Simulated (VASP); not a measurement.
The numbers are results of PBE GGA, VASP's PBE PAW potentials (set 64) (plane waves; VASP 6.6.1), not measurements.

VASP input:

### INCAR
```
ALGO=Normal
EDIFF=1E-6
EDIFFG=-0.02
ENCUT=620
GGA=PE
IBRION=2
ISIF=3
ISMEAR=0
LASPH=.TRUE.
LCHARG=.FALSE.
LREAL=.FALSE.
LWAVE=.FALSE.
NELM=100
NSW=40
PREC=Accurate
SIGMA=0.05
SYSTEM=AlN
```

File KPOINTS:
```
Automatic mesh
0
Gamma
8 8 5
0 0 0
```

**POSCAR**
```
AlN
1.0
  1.5650905720  -2.7108163832   0.0000000000
  1.5650905720   2.7108163832   0.0000000000
  0.0000000000   0.0000000000   5.0117302543
Al N
2 2
direct
  0.6666670000   0.3333330000   0.5000492216
  0.3333330000   0.6666670000   0.0000492216
  0.6666670000   0.3333330000   0.8819507784
  0.3333330000   0.6666670000   0.3819507784
```

POTCAR, in this order: Al N (PBE.64 set). Program: vasp_std.

Task: What will the output report for the number of irreducible k-points (NKPTS), largest plane-wave count, number of space-group operations, FFT grid (NGX, NGY, NGZ)?

Result: 
The number of irreducible k-points (NKPTS) is 30, the largest plane-wave count is 1509 and the number of space-group operations is 12. The FFT grid (NGX, NGY, NGZ) is 28 × 28 × 42.

The compound is AlN in the wurtzite structure. It was relaxed first.
